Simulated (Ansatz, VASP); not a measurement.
# Cross-check of Hg33Se8S25 between VASP and Ansatz, part 2 of 2

Aim: how closely do two programs agree when they are given the same cell, functional and k mesh? The structure shown is frame 16 of Ansatz's trajectory.

VASP 6.6.1 and Ansatz 0.2.0.

So far: The structure; Ansatz: dynamics, revPBE.

## 3. VASP: single point, revPBE

Level of this step: revPBE; plane waves and PAW (Hg, S, Se) (VASP).

The same cell, functional, mesh and smearing now go to VASP, with its own data sets.

Lines of VASP's logs that name or quote its potential files are left out, and so is its time.

INCAR

```
SYSTEM = Hg33Se8S25
PREC = Accurate
ENCUT = 400
EDIFF = 1E-06
NELM = 120
ISMEAR = 0
SIGMA = 0.05
LREAL = Auto
ALGO = Normal
GGA = RE
NBANDS = 344
LORBIT = 11
LWAVE = .FALSE.
LCHARG = .FALSE.
ISIF = 2
LASPH = .TRUE.
GGA_COMPAT = .FALSE.
NCORE = 2
```

POSCAR

```
Hg33Se8S25
1.0
   12.0340000000      0.0000000000      0.0000000000
    0.0000000000     12.0340000000      0.0000000000
    0.0000000000      0.0000000000     12.0340000000
Hg S Se
33 25 8
Direct
    0.5875020774      0.2804803058      0.6035565897
    0.2879591158      0.4015290012      0.7715555925
    0.1129134120      0.5487119827      0.4927040053
    0.2478976234      0.3703839122      0.2391557254
    0.8895213562      0.8080771148      0.6444906099
    0.6934934353      0.1275718797      0.8449808875
    0.7734336048      0.0462273558      0.4562323417
    0.5761259764      0.1627139771      0.2726192455
    0.3369702510      0.0893551604      0.7883081270
    0.3932940003      0.9692620907      0.3789928536
    0.3451803224      0.6800066478      0.2741897956
    0.8413993685      0.3154146585      0.0960860894
    0.9916902111      0.1604537145      0.8359564567
    0.9287684893      0.2661542297      0.3792421472
    0.3954877846      0.6360229350      0.6023101213
    0.5908592322      0.5123151072      0.1072045870
    0.9365215224      0.5995595812      0.2066893801
    0.1082017617      0.6529001163      0.7975403025
    0.0626807379      0.4137610105      0.9884410836
    0.8660378926      0.9423217550      0.0918896460
    0.0361392721      0.8454046867      0.3003822503
    0.5865464517      0.5525178660      0.7856489945
    0.9365547615      0.4669436596      0.6625560911
    0.5302808709      0.8638357986      0.0570051521
    0.6703506731      0.7443493435      0.3699601130
    0.6340618248      0.4658800066      0.4317350839
    0.3366378594      0.2262672428      0.4961442579
    0.8231012132      0.6359813861      0.9213312282
    0.3733421971      0.1070882500      0.0898371281
    0.0525843444      0.0485790261      0.5843942164
    0.5648329732      0.8857819511      0.6276715971
    0.2493102875      0.8598387901      0.5681485790
    0.1217799568      0.9544872860      0.9056174173
    0.4676167525      0.3515954795      0.1707079940
    0.7386322087      0.3054761509      0.2792421472
    0.3108193452      0.6161209905      0.8172843610
    0.3794083430      0.8665198604      0.7308708659
    0.8481884660      0.1300481968      0.0016037893
    0.0077696527      0.6228436098      0.9893302310
    0.6005733754      0.6675918232      0.5620741233
    0.3794748213      0.2553930530      0.9197772977
    0.0570467010      0.8605451222      0.0918813362
    0.7381003823      0.5692620907      0.2672926708
    0.0744058501      0.8478145255      0.7183646335
    0.3385989696      0.9212647499      0.9892388233
    0.0628635533      0.3543210902      0.7807960778
    0.7264500582      0.8292172179      0.9781784943
    0.7434685059      0.4377015124      0.9712232009
    0.2554262922      0.4491191624      0.0365713811
    0.5962772146      0.3148745222      0.8107694865
    0.1972993186      0.1758185142      0.6514209739
    0.5033072960      0.6496343693      0.9685806881
    0.8475984710      0.1530829317      0.6452384909
    0.7997922553      0.6191956124      0.7148994516
    0.5057254446      0.8256024597      0.2680821007
    0.1872195446      0.7300648164      0.4084011966
    0.2611434270      0.6817101546      0.0694033572
    0.7241399368      0.9279458202      0.7563652983
    0.2613345521      0.1387984045      0.2870948978
    0.8056257271      0.3116004653      0.5670433771
    0.5550440419      0.0805966428      0.4991440917
    0.2939006149      0.4432275220      0.5503573209
    0.0531327904      0.4377846103      0.3149908592
    0.8500747881      0.8456622902      0.4290593319
    0.0325909922      0.0705085591      0.3611600465
    0.4246800731      0.4726940336      0.3254445737
```

KPOINTS

```
Automatic mesh
0
Gamma
1 1 1
0 0 0
```

Potentials, in the order of the species: Hg, S and Se (PBE family, release 64).

The run is started by

```sh
mpirun -np 8 vasp_gam
```

Numbers of over 12 decimals in the logs are rounded to 6 here.

What it wrote:

```text
[banner, memory and clock lines left out]
running    8 mpi-ranks, on    1 nodes
[...]
|                                                                             |
|               ----> ADVICE to this user running VASP <----                  |
|                                                                             |
|     You enforced a specific xc type in the INCAR file but a different       |
|     [... a line on the potential file left out ...]
|     I HOPE YOU KNOW WHAT YOU ARE DOING!                                     |
|                                                                             |

 LDA part: xc-table for (Slater+PW92), standard interpolation
 POSCAR, INCAR and KPOINTS ok, starting setup
[...]
entering main loop
       N       E                     dE             d eps       ncg     rms          rms(c)
DAV:   1     0.522589953734E+04    0.52259E+04   -0.27532E+05   696   0.136E+03
DAV:   2     0.333549324901E+03   -0.48924E+04   -0.47178E+04   752   0.385E+02
DAV:   3    -0.106194352216E+03   -0.43974E+03   -0.42731E+03   792   0.105E+02
DAV:   4    -0.120855793035E+03   -0.14661E+02   -0.14361E+02   752   0.171E+01
[...]
DAV:  20    -0.102262713898E+03   -0.59556E-05   -0.71739E-06   568   0.448E-03    0.479E-03
DAV:  21    -0.102262716167E+03   -0.22694E-05   -0.19831E-06   512   0.234E-03    0.230E-03
DAV:  22    -0.102262716948E+03   -0.78050E-06   -0.63109E-07   424   0.139E-03
   1 F= -.10226272E+03 E0= -.10224199E+03  d E =-.414488E-01
```

OUTCAR, selected parts (step 3):

```text
  Total       48.0578429     27.4677197     32.1217434      3.1885967      0.7299418      8.1620962
  in kB       44.1819454     25.2524295     29.5311031      2.9314342      0.6710715      7.5038176
  external PRESSURE =      32.9884927 kB  Pullay stress =       0.0000000 kB

 POSITION                                       TOTAL-FORCE (eV/Angst)
 -----------------------------------------------------------------------------------
      7.07000      3.37530      7.26320        -0.970600      0.644301      0.055235
      3.46530      4.83200      9.28490         0.240212     -0.001806      0.434742
      1.35880      6.60320      5.92920        -0.701099      0.132646      0.659529
      2.98320      4.45720      2.87800        -0.663760     -0.523296     -0.442112
     10.70450      9.72440      7.75580        -0.810044     -0.137109      0.095184
      8.34550      1.53520     10.16850         0.006598     -0.181275     -0.389358
      9.30750      0.55630      5.49030         0.007659      0.003333      0.076461
      6.93310      1.95810      3.28070        -0.187326      0.272032     -0.253737
      4.05510      1.07530      9.48650         0.212197     -0.513718      0.331168
      4.73290     11.66410      4.56080        -0.710755     -0.316412      0.092995
      4.15390      8.18320      3.29960        -0.091492     -0.083649     -1.027713
     10.12540      3.79570      1.15630         0.082450     -0.029056      0.283817
     11.93400      1.93090     10.05990         0.386187     -0.256339      0.202717
     11.17680      3.20290      4.56380        -0.156609     -0.083892     -0.341279
[...]
-----------------------------------------------------------------------------------
    total drift:                               -0.010810      0.006421      0.015153

  FREE ENERGIE OF THE ION-ELECTRON SYSTEM (eV)
  ---------------------------------------------------
  free  energy   TOTEN  =      -102.2627169479 eV

  energy  without entropy=     -102.2212681567  energy(sigma->0) =     -102.24199255

[... 3 further parts left out ...]
[key lines of the parts left out:]
E-fermi :   2.2693
```

The run ends at a pressure of 3.30 GPa, with forces up to 1.3 eV/Å.

## 4. Differences

Known differences besides the potentials themselves: the data sets hold 938 valence electrons in Ansatz (on its default PAW (the set named soft_2) files) and 594 in VASP; the cutoff is 420 eV in Ansatz and 400 eV in VASP (PREC = Accurate, projectors in real space); Ansatz makes its cores anew for this functional, VASP keeps those of its PBE data sets. Total energies have different zeros and are not compared.

Forces on 7 of the 66 atoms, those with the largest forces and the largest differences (eV/Å; atoms numbered as in POSCAR):

```csv
atom,"Ansatz x, y, z","VASP x, y, z"
Hg1,"-0.945, 0.642, 0.056","-0.971, 0.644, 0.055"
Hg11,"-0.093, -0.078, -1.017","-0.091, -0.084, -1.028"
S39,"0.590, 0.087, 0.854","0.633, 0.112, 0.880"
S49,"0.636, 0.993, 0.402","0.682, 1.018, 0.399"
S53,"0.365, -0.984, 0.509","0.348, -0.938, 0.493"
S57,"0.463, -1.001, 0.534","0.458, -1.014, 0.515"
Se60,"0.930, 0.747, -0.296","0.946, 0.704, -0.277"
```

The forces differ by 16 meV/Å r.m.s., which is 3.9 % of the r.m.s. force of 0.395 eV/Å (both taken over all components).

## 5. Outcome

- r.m.s. force difference (single point, revPBE): 3.9 % of the r.m.s. force

What this shows: The r.m.s. force difference is 3.9 % of the r.m.s. force (single point, revPBE), beyond the 3 % picked in this series as the mark of a large difference. The data sets hold unlike numbers of valence electrons (938 in Ansatz and 594 in VASP), so part of the differences comes from the potentials. What causes the difference of the single point, revPBE pair stays open here. 2 further runs of this series are not shown here. Such differences can come from data sets, numerical settings and the points named under the comparisons, not from the functional's error against experiment.

[Lines on the potential files, build, host, timing and source positions are cut from VASP's logs without a mark.]

[Logs are printed without paths, hosts, clocks, repeated set-up lines and the standing remarks that a program may print on its own settings, such as how far it seeks lower states.]

[Hosts, paths, dates, database ids (printed as entryN), source tags and the programs' standing remarks are cut or masked in the printed files.]
